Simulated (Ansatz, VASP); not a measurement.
**Cross-check of H15C19 (amorphous poly(p-phenylene) at 300 K) between VASP and Ansatz**

One calculation is typed for both programs; each brings its own data sets. How far apart do they land? The cell is taken from a series of runs on this material, whose earlier steps may have relaxed, scaled, displaced or heated it; both programs get it as it stands.

Calculated with Ansatz 0.2.0; plane waves, with VASP 6.6.1 beside it; single point at revPBE with D3(BJ).

## (1) The structure

The cell holds 204 atoms: 114 C and 90 H. Cell: a = 13.094 Å, b = 13.094 Å, c = 13.094 Å, α = 90.0°, β = 90.0°, γ = 90.0°. As first built, before any earlier steps moved the atoms (in the runner's words): 3 poly(p-phenylene) chains of 6 units placed at random, at 1.08 g/cm^3; overlaps pushed apart, then 20 ps at 800 K with MMFF94 bonds, angles, torsions, charges and radii (Halgren, J. Comput. Chem. 17, 490 (1996)) in harmonic and 12-6 forms; charges of ions scaled by 0.8. Snapshot after 30 ps at 300 K and fixed volume.

## (2) Ansatz: single point, revPBE with D3(BJ)

Ansatz runs on its default PAW (the set named soft_2) files.

A single point gives forces, pressure and levels at one fixed geometry, so differences don't come from the geometry; what else differs is listed under the comparison.

input.yaml

```yaml
crystal:
  lattice:
    - [13.09353, 0.0, 0.0]
    - [0.0, 13.09353, 0.0]
    - [0.0, 0.0, 13.09353]
  atoms:
    - { symbol: C, position: [0.11594, 0.16367, 0.51658] }
    - { symbol: C, position: [0.11067, 0.05685, 0.48353] }
    - { symbol: C, position: [0.11311, 0.97658, 0.55024] }
    - { symbol: C, position: [0.12039, 0.87675, 0.51071] }
    - { symbol: C, position: [0.12511, 0.85866, 0.40683] }
    - { symbol: C, position: [0.1232, 0.93945, 0.33586] }
    - { symbol: C, position: [0.10744, 0.03849, 0.37681] }
    - { symbol: C, position: [0.13255, 0.75676, 0.36754] }
    - { symbol: C, position: [0.19834, 0.73179, 0.28687] }
    - { symbol: C, position: [0.1937, 0.63723, 0.2425] }
    - { symbol: C, position: [0.13403, 0.55762, 0.27811] }
    - { symbol: C, position: [0.06905, 0.58463, 0.36207] }
    - { symbol: C, position: [0.06462, 0.68214, 0.40435] }
    - { symbol: C, position: [0.12976, 0.45936, 0.22668] }
    - { symbol: C, position: [0.17116, 0.37881, 0.28049] }
    - { symbol: C, position: [0.17768, 0.28711, 0.22947] }
    - { symbol: C, position: [0.13857, 0.26935, 0.13232] }
    - { symbol: C, position: [0.08524, 0.35243, 0.08913] }
    - { symbol: C, position: [0.09097, 0.45271, 0.12963] }
    - { symbol: C, position: [0.1447, 0.16979, 0.07857] }
    - { symbol: C, position: [0.1014, 0.15399, 0.97727] }
    - { symbol: C, position: [0.10903, 0.05677, 0.9298] }
    - { symbol: C, position: [0.16308, 0.98002, 0.97393] }
    - { symbol: C, position: [0.21778, 0.99824, 0.06619] }
    - { symbol: C, position: [0.20463, 0.08811, 0.11933] }
    - { symbol: C, position: [0.16684, 0.87832, 0.92602] }
    - { symbol: C, position: [0.18131, 0.86188, 0.82243] }
    - { symbol: C, position: [0.19626, 0.76475, 0.78519] }
    - { symbol: C, position: [0.20748, 0.68116, 0.84819] }
    - { symbol: C, position: [0.19105, 0.69763, 0.94939] }
[... 168 atom lines left out ...]
    - { symbol: H, position: [0.57975, 0.52593, 0.53894] }
    - { symbol: H, position: [0.62799, 0.82584, 0.61865] }
    - { symbol: H, position: [0.57572, 0.8964, 0.45984] }
    - { symbol: H, position: [0.69143, 0.69796, 0.71732] }
    - { symbol: H, position: [0.56305, 0.65314, 0.73099] }
    - { symbol: H, position: [0.67635, 0.57071, 0.69235] }
kpoints:
  mp_grid: { grid: [1, 1, 1] }
hamiltonian:
  xc: revpbe
  dispersion: d3bj
scf:
  occupations: { method: fermi_dirac, width: 0.025 }
output:
  forces: true
  stress: true
  populations: true
  dos:
    method: { smearing: { sigma: 0.1 } }
    de: 0.1
    projected: { site_lists: { C: [C], H: [H] } }
  eigenvalues: true
```

On the command line:

```bash
$ ansatz run input.yaml --threads 4 --pin off --max-ram 8192MiB --backend cpu --events-out ev --progress --plain --runs-dir out
```

Numbers of over 12 decimals in the logs are rounded to 6 here.

The log of the run:

```text
Engine: ansatz 0.2.0, x86_64-unknown-linux-gnu
Pseudopotentials: kind: paw
Pseudopotential: C, paw, valence charge 4, recommended cutoff 420 eV (normal), C.paw.azcp
Pseudopotential: H, paw, valence charge 1, recommended cutoff 420 eV (normal), H.paw.azcp
Functional definition: revPBE
  parameter kappa = 1.245
  parameter beta = 0.066725
  exchange = pbe_x(kappa = kappa, mu = beta*pi^2/3)
  correlation = pbe_c(beta = beta)
Crystal: 204 atoms, lattice volume = 2244.762 Å³
Basis set: ecut = 420 eV, 43819 PW (Γ), exchange–correlation on 180×180×180 points (8 copies of the dense FFT grid, shifted against one another)
Bands: 477, of which v1, the nominal top of the filled ones, is band 273 counted from 1 (272 counted from 0)
Symmetry: 1 space group operations
Space group: P1 (ITA 1), of the structure as read, at distance tolerance 1.3e-4 Å
k-points: 1
Non-local potential: C, projectors of the file, l = 0: 2, l = 1: 2, l = 2: 1
Non-local potential: H, projectors of the file, l = 0: 2, l = 1: 1
PAW form: soft (Blöchl's): semilocal exchange-correlation on the pseudo side does not see the compensation charge
PAW frozen core: C, regenerated for the run's functional, and the local potential with it (the file was generated under x = pbe(κ = 0.804, μ = 0.219515), c = pbe(β = 0.066725))
PAW one-centre angular grid: C, 110 points (default); XC on 64 Gauss nodes
PAW one-centre angular grid: H, 110 points (default); XC on 64 Gauss nodes
Initial density: superposition of atomic densities (neutral atoms: chi_scale 0, normalization atom), corrected by the library's trained network
Initial wavefunctions: pseudopotential atomic-orbital guess
Functional: x = revpbe(κ = 1.245, μ = 0.219515), c = pbe(β = 0.066725)
SCF iter   1: F=—  HF=-30177.996431 eV  |F-HF|=—  |Δ(HF+E_count)|=         —  Δρ=4.59e-3  dr2=5.46e-1  ethr=1.77e-3  ⟨swp⟩=6.0  Hψ=2191  notcnv=0  defer=99
preconditioner: auto → Resta (q_TF=auto, 2.156 Å⁻¹)  ε∞=2.5  [insulator: Δε(μ)=2.745 eV  Ē_g=15.095 eV  σ=0.025 eV  W_gap=1.00  n_scr=388 (ndim 8)  ℏωp=18.3 eV  f_vac=0.226  D(μ)=0.00/eV (n_scr^D=0)  ε∞_Penn≈2.5]
SCF iter   2: F=—  HF=-30177.992799 eV  |F-HF|=—  |Δ(HF+E_count)|=   3.63e-3  Δρ=2.39e-3  dr2=1.27e-1  ethr=1.00e-4  ⟨swp⟩=3.0  Hψ=830  notcnv=0  defer=196
SCF iter   3: F=—  HF=-30178.027552 eV  |F-HF|=—  |Δ(HF+E_count)|=   3.48e-2  Δρ=8.66e-4  dr2=2.37e-2  ethr=2.33e-5  ⟨swp⟩=2.0  Hψ=468  notcnv=0  defer=196
SCF iter   4: F=—  HF=-30178.028991 eV  |F-HF|=—  |Δ(HF+E_count)|=   1.44e-3  Δρ=2.45e-4  dr2=1.98e-3  ethr=4.33e-6  ⟨swp⟩=2.0  Hψ=505  notcnv=0  defer=196
SCF iter   5: F=—  HF=-30178.029371 eV  |F-HF|=—  |Δ(HF+E_count)|=   3.80e-4  Δρ=1.13e-4  dr2=4.43e-4  ethr=3.62e-7  ⟨swp⟩=2.0  Hψ=511  notcnv=0  defer=196
SCF iter   6: F=—  HF=-30178.029338 eV  |F-HF|=—  |Δ(HF+E_count)|=   3.32e-5  Δρ=3.50e-5  dr2=3.86e-5  ethr=8.12e-8  ⟨swp⟩=2.0  Hψ=488  notcnv=0  defer=196
SCF iter   7: F=—  HF=-30178.029686 eV  |F-HF|=—  |Δ(HF+E_count)|=   3.48e-4  Δρ=1.18e-5  dr2=5.18e-6  ethr=7.06e-9  ⟨swp⟩=2.0  Hψ=731  notcnv=0  defer=196
SCF iter   8: F=—  HF=-30178.029686 eV  |F-HF|=—  |Δ(HF+E_count)|=   2.74e-7  Δρ=4.29e-6  dr2=6.05e-7  ethr=9.49e-10  ⟨swp⟩=2.0  Hψ=496  notcnv=0  defer=196
SCF iter   9: F=-30178.029686 eV  HF=-30178.029686 eV  |F-HF|=1.88e-8  |Δ(HF+E_count)|=   1.97e-7  Δρ=1.66e-6  dr2=9.87e-8  ethr=1.83e-11  ⟨swp⟩=17.0  Hψ=3245  notcnv=0
SCF 1 converged in 9 iterations: F = -30178.029686 eV  dr2 = 9.87e-8
  greatest PAW one-centre occupation: 0.703 electrons in one spin orbital (limit 2), on the C atom at site 100 (counted from 0), in its partial waves of l = 0
SCF converged after 9 iterations
Free energy (F): -30178.029686 eV
Harris-Foulkes:  -30178.029686 eV  (|F-HF|=1.88e-8)
Internal energy: -30178.029686 eV  (E = F + TS)
E sigma→0 (E₀):  -30178.029686 eV
Fermi energy:    1.770602 eV
--- Per-component energies (eV) ---
  E_band       = -3674.417327
  E_kinetic    = 11659.180383
  E_local      = -36633.553882  (includes V_loc(G=0)·N_el)
  E_nonlocal   = 3244.413331
  E_hartree    = 13353.323581
  E_xc         = -6317.103017
  E_vxc        = -7840.272934  (∫ρ·V_xc dr)
  E_paw        = -11476.839464  (= ΣΔE_a)
  E_vpaw       = -810.707913  (= ΣTr[D̂ρ^β])
  E_aug_tail   = -0.125102  (compensation charges beyond the density's cutoff)
  E_ewald      = -3976.985254
  E_disp       = -29.010168  (pairwise vdW)
  E_core_change = -1.330094  (= ΣΔE_core)
  E_smearing   = -0.000000  (= −TS)
  E_closure    = -0.000000  (closes the sum)
  Σ components = -30178.029686   (vs F -30178.029686, Δ=0.00e0)
--- Forces (eV/Å), atoms counted from 1 ---
  atom   1  C     -1.06094084     0.01939013     0.95523443
  atom   2  C      0.62481423    -0.01001492    -1.73005384
  atom   3  C      0.43665314    -1.49560577     0.33481499
  atom   4  C     -0.06346824     0.09836314     1.19243714
[...]
--- Löwdin populations: 204 sites ---
  site symbol       q [e]
     0      C      4.4612
     1      C      3.9259
     2      C      4.1265
     3      C      4.1239
     4      C      3.9577
     5      C      4.1357
     6      C      4.1380
     7      C      3.9510
     8      C      4.1275
     9      C      4.1289
    10      C      3.9579
    11      C      4.1246
    12      C      4.1327
    13      C      3.9415
    14      C      4.1271
    15      C      4.1083
    16      C      3.9674
    17      C      4.1165
    18      C      4.1220
    19      C      3.9637
    20      C      4.1466
    21      C      4.1377
    22      C      3.9567
    23      C      4.1259
[...]
196      H      0.7999
   197      H      0.8042
   198      H      0.8275
   199      H      0.7944
   200      H      0.8078
   201      H      0.7907
   202      H      0.8039
   203      H      0.7989
  spilling = 0.012484 (of n_electrons = 546.000000)
```

In the SCF lines HF is the Harris–Foulkes energy and dr2 the Hartree energy of the density residual, in eV; the loop may stop once dr2 is under the threshold and the program's other checks hold. Hψ counts applications of the Hamiltonian.

## (3) VASP: single point, revPBE with D3(BJ)

The same cell, functional, mesh and smearing now go to VASP, with its own data sets.

Lines of VASP's logs that name or quote its potential files are left out, and so is its time.

INCAR

```
SYSTEM = H15C19
PREC = Accurate
ENCUT = 600
EDIFF = 1E-06
NELM = 120
ISMEAR = -1
SIGMA = 0.025
LREAL = Auto
ALGO = Normal
GGA = RE
IVDW = 12
NBANDS = 415
LORBIT = 11
LWAVE = .FALSE.
LCHARG = .FALSE.
ISIF = 2
LASPH = .TRUE.
GGA_COMPAT = .FALSE.
EFERMI = MIDGAP
```

POSCAR

```
H15C19
1.0
   13.0935300000      0.0000000000      0.0000000000
    0.0000000000     13.0935300000      0.0000000000
    0.0000000000      0.0000000000     13.0935300000
C H
114 90
Direct
    0.1159400000      0.1636700000      0.5165800000
    0.1106700000      0.0568500000      0.4835300000
    0.1131100000      0.9765800000      0.5502400000
    0.1203900000      0.8767500000      0.5107100000
    0.1251100000      0.8586600000      0.4068300000
    0.1232000000      0.9394500000      0.3358600000
    0.1074400000      0.0384900000      0.3768100000
    0.1325500000      0.7567600000      0.3675400000
    0.1983400000      0.7317900000      0.2868700000
    0.1937000000      0.6372300000      0.2425000000
    0.1340300000      0.5576200000      0.2781100000
    0.0690500000      0.5846300000      0.3620700000
    0.0646200000      0.6821400000      0.4043500000
    0.1297600000      0.4593600000      0.2266800000
    0.1711600000      0.3788100000      0.2804900000
    0.1776800000      0.2871100000      0.2294700000
    0.1385700000      0.2693500000      0.1323200000
    0.0852400000      0.3524300000      0.0891300000
    0.0909700000      0.4527100000      0.1296300000
    0.1447000000      0.1697900000      0.0785700000
    0.1014000000      0.1539900000      0.9772700000
    0.1090300000      0.0567700000      0.9298000000
    0.1630800000      0.9800200000      0.9739300000
    0.2177800000      0.9982400000      0.0661900000
    0.2046300000      0.0881100000      0.1193300000
    0.1668400000      0.8783200000      0.9260200000
    0.1813100000      0.8618800000      0.8224300000
    0.1962600000      0.7647500000      0.7851900000
    0.2074800000      0.6811600000      0.8481900000
    0.1910500000      0.6976300000      0.9493900000
[... 168 atom lines left out ...]
    0.5797500000      0.5259300000      0.5389400000
    0.6279900000      0.8258400000      0.6186500000
    0.5757200000      0.8964000000      0.4598400000
    0.6914300000      0.6979600000      0.7173200000
    0.5630500000      0.6531400000      0.7309900000
    0.6763500000      0.5707100000      0.6923500000
```

KPOINTS

```
Automatic mesh
0
Gamma
1 1 1
0 0 0
```

Potentials, in the order of the species: C and H (PBE family, release 64).

On the command line:

```bash
$ export OMP_NUM_THREADS=3
$ mpirun -np 1 vasp_gam
```

The log of the run:

```text
[banner, memory and clock lines left out]
running    1 mpi-ranks, on    1 nodes
[...]
Offloading initialized ...    1 GPUs detected
[...]
|                                                                             |
|               ----> ADVICE to this user running VASP <----                  |
|                                                                             |
|     You enforced a specific xc type in the INCAR file but a different       |
|     [... a line on the potential file left out ...]
|     I HOPE YOU KNOW WHAT YOU ARE DOING!                                     |
|                                                                             |

 LDA part: xc-table for (Slater+PW92), standard interpolation
 POSCAR, INCAR and KPOINTS ok, starting setup
[...]
entering main loop
       N       E                     dE             d eps       ncg     rms          rms(c)
DAV:   1     0.415198912527E+04    0.41520E+04   -0.30054E+05   838   0.135E+03
DAV:   2    -0.924870084293E+03   -0.50769E+04   -0.47944E+04  1045   0.296E+02
DAV:   3    -0.142925280475E+04   -0.50438E+03   -0.49861E+03  1044   0.941E+01
DAV:   4    -0.144351607562E+04   -0.14263E+02   -0.14206E+02  1052   0.180E+01
[...]
DAV:  17    -0.131752383758E+04    0.72638E-05   -0.19706E-05  1116   0.124E-02    0.322E-03
DAV:  18    -0.131752383766E+04   -0.77143E-07   -0.11968E-05  1028   0.603E-03    0.309E-03
DAV:  19    -0.131752383700E+04    0.65670E-06   -0.83332E-07   684   0.192E-03
   1 F= -.13465320E+04 E0= -.13465320E+04  d E =0.000000E+00
```

Parts of OUTCAR (step 3):

```text
  FREE ENERGIE OF THE ION-ELECTRON SYSTEM (eV)
  ---------------------------------------------------
  free  energy   TOTEN  =     -1346.5319808258 eV

  energy  without entropy=    -1346.5319808258  energy(sigma->0) =    -1346.53198083
```

The run ends at a pressure of 3.80 GPa, with forces up to 4.3 eV/Å.

## (4) Comparison

Known differences besides the potentials themselves: the cutoff is 420 eV in Ansatz and 600 eV in VASP (PREC = Accurate, projectors in real space); Ansatz makes its cores anew for this functional, VASP keeps those of its PBE data sets. Total energies have different zeros and are not compared.

The two programs side by side:

| quantity | Ansatz | VASP | difference |
| --- | --- | --- | --- |
| pressure (GPa) | 3.86 | 3.80 | +0.06 |
| gap on the k mesh (eV) | 2.699 | 2.698 | +0.001 |

Forces on 10 of the 204 atoms, those with the largest forces and the largest differences (eV/Å; atoms numbered as in POSCAR):

| atom | Ansatz x, y, z | VASP x, y, z |
| --- | --- | --- |
| C15 | -0.068, -1.012, -0.979 | -0.054, -1.004, -0.938 |
| C33 | -2.197, 1.229, 2.382 | -2.213, 1.231, 2.410 |
| C35 | 0.369, -3.595, -0.169 | 0.371, -3.617, -0.175 |
| C36 | 1.687, 2.976, -2.490 | 1.703, 2.978, -2.525 |
| C44 | -2.310, 0.547, 2.293 | -2.283, 0.535, 2.261 |
| C54 | -0.315, -1.432, 3.194 | -0.343, -1.407, 3.182 |
| C71 | -0.408, 1.135, 1.034 | -0.390, 1.090, 1.039 |
| C85 | 0.623, 3.925, 0.843 | 0.622, 3.955, 0.842 |
| C88 | 0.065, 2.907, 0.030 | 0.058, 2.859, 0.038 |
| C92 | 0.763, 2.528, -2.729 | 0.735, 2.495, -2.727 |

The forces differ by 14 meV/Å r.m.s., which is 1.5 % of the r.m.s. force of 0.931 eV/Å (both taken over all components). A gap on the mesh is an upper bound, since the band edges may lie between its points.

## (5) Summary of results

- r.m.s. force difference (single point, revPBE with D3(BJ)): 1.5 % of the r.m.s. force

What this shows: The r.m.s. force difference is 1.5 % of the r.m.s. force (single point, revPBE with D3(BJ)), within the 3 % picked in this series as the mark of a large difference. Such differences can come from data sets, numerical settings and the points named under the comparisons, not from the functional's error against experiment.

[Lines on the potential files, build, host, timing and source positions are cut from VASP's logs without a mark.]

[Logs are printed without paths, hosts, clocks, repeated set-up lines and the standing remarks that a program may print on its own settings, such as how far it seeks lower states.]

[Hosts, paths, dates, database ids (printed as entryN), source tags and the programs' standing remarks are cut or masked in the printed files.]

[The MMFF94 radii named for the starting cell were scaled by 0.96; in molecules described by MMFF94, hydrogen bound to N, O or S took a small fixed 12-6 site in their place.]
